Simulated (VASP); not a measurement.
An input for Quantum ESPRESSO's pw.x (written as the equivalent of a VASP run, and not itself run):

```
&CONTROL
  calculation = 'vc-relax'
  pseudo_dir = './pseudo'
  outdir = './out'
  tprnfor = .true.
  tstress = .true.
  nstep = 40
  forc_conv_thr = 0.00078
/
&SYSTEM
  ibrav = 0
  nat = 2
  ntyp = 1
  ecutwfc = 84
  occupations = 'smearing'
  smearing = 'methfessel-paxton'
  degauss = 0.00735
  input_dft = 'pbe'
/
&ELECTRONS
  conv_thr = 7.3e-08
  electron_maxstep = 100
/
&IONS
/
&CELL
  press = 100
/
ATOMIC_SPECIES
  Tc 97.907 Tc.upf
CELL_PARAMETERS angstrom
     1.3679258   -2.3693175    0.0000000
     1.3679258    2.3693175    0.0000000
     0.0000000    0.0000000    4.3724378
ATOMIC_POSITIONS crystal
  Tc   0.3333330  0.6666670  0.2500000
  Tc   0.6666670  0.3333330  0.7500000
K_POINTS automatic
  15 15 8 0 0 0
```

**Question.** Write the VASP files for the same calculation (PBE).

**Answer.** Several could match; the one computed here: 
File POSCAR:
```
Tc
1
    1.3679258500    -2.3693174691     0.0000000000
    1.3679258500     2.3693174691     0.0000000000
    0.0000000000     0.0000000000     4.3724378066
Tc
2
Direct
  0.3333330000   0.6666670000   0.2500000000
  0.6666670000   0.3333330000   0.7500000000
```

**INCAR**
```
ALGO  =  Normal
EDIFF  =  1E-6
EDIFFG  =  -0.02
ENCUT  =  500
GGA  =  PE
IBRION  =  2
ISIF  =  3
ISMEAR  =  1
LASPH  =  T
LCHARG  =  F
LMAXMIX  =  4
LREAL  =  F
LWAVE  =  F
NELM  =  100
NSW  =  40
PREC  =  Accurate
PSTRESS  =  100
SIGMA  =  0.1
SYSTEM  =  Tc
```

KPOINTS:
```
Automatic mesh
0
Gamma
15 15 8
0 0 0
```

POTCAR, in this order: Tc_pv (PBE.64 set). Program: vasp_std.

What does not carry over: the potentials are each code's own (VASP's PAW set, PseudoDojo norm-conserving files in pw.x), so ENCUT and ecutwfc are chosen apart and not converted; conv_thr bounds pw.x's estimated SCF error, while EDIFF bounds the energy change between steps; forc_conv_thr acts on force components and is met together with etot_conv_thr.

The compound is Tc in the hcp structure. This run relaxes it under an external pressure of 10 GPa. Symmetry was kept, so distortions that lower it aren't found.
